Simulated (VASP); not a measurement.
The input files of a VASP run:

### KPOINTS
```
Automatic mesh
0
Gamma
15 15 15
0 0 0
```

**INCAR**
```
SYSTEM = WSi2
PREC = Accurate
ENCUT = 520
EDIFF = 1E-7
NELM = 100
ALGO = Normal
LREAL = .FALSE.
LASPH = .TRUE.
ISMEAR = -5
GGA = CX
LUSE_VDW = .TRUE.
AGGAC = 0.0
LMAXMIX = 6
LWAVE = .FALSE.
LCHARG = .TRUE.
LORBIT = 11
NEDOS = 601
ISIF = 2
LEFG = .TRUE.
```

### POSCAR
```
WSi2
1
   -1.6069611005     1.6069611005     3.9209975753
    1.6069611005    -1.6069611005     3.9209975753
    1.6069611005     1.6069611005    -3.9209975753
Si W
2 1
Direct
  0.6654713156   0.6654713156   0.0000000000
  0.3345286844   0.3345286844   0.0000000000
  0.0000000000   0.0000000000   1.0000000000
```

POTCAR, in this order: Si W_sv (PBE.64 set). Program: vasp_std.

Q: Translate this vdW-DF-cx calculation to Quantum ESPRESSO's pw.x.

A: One equivalent input (not run):
```
&CONTROL
  calculation = 'scf'
  pseudo_dir = './pseudo'
  outdir = './out'
  tprnfor = .true.
  tstress = .true.
/
&SYSTEM
  ibrav = 0
  nat = 3
  ntyp = 2
  ecutwfc = 74
  occupations = 'tetrahedra'
  input_dft = 'vdw-df-cx'
/
&ELECTRONS
  conv_thr = 7.3e-09
  electron_maxstep = 100
/
ATOMIC_SPECIES
  Si 28.085 Si.upf
  W 183.840 W.upf
CELL_PARAMETERS angstrom
    -1.6069611    1.6069611    3.9209976
     1.6069611   -1.6069611    3.9209976
     1.6069611    1.6069611   -3.9209976
ATOMIC_POSITIONS crystal
  Si   0.6654713  0.6654713  0.0000000
  Si   0.3345287  0.3345287  0.0000000
  W    0.0000000  0.0000000  1.0000000
K_POINTS automatic
  15 15 15 0 0 0
```
What does not carry over: the potentials are each code's own (VASP's PAW set, PseudoDojo norm-conserving files in pw.x), so ENCUT and ecutwfc are chosen apart and not converted; conv_thr bounds pw.x's estimated SCF error, while EDIFF bounds the energy change between steps; the field gradients of LEFG aren't asked of the other code.

The compound is WSi2 in the MoSi2 type structure. It was relaxed first.
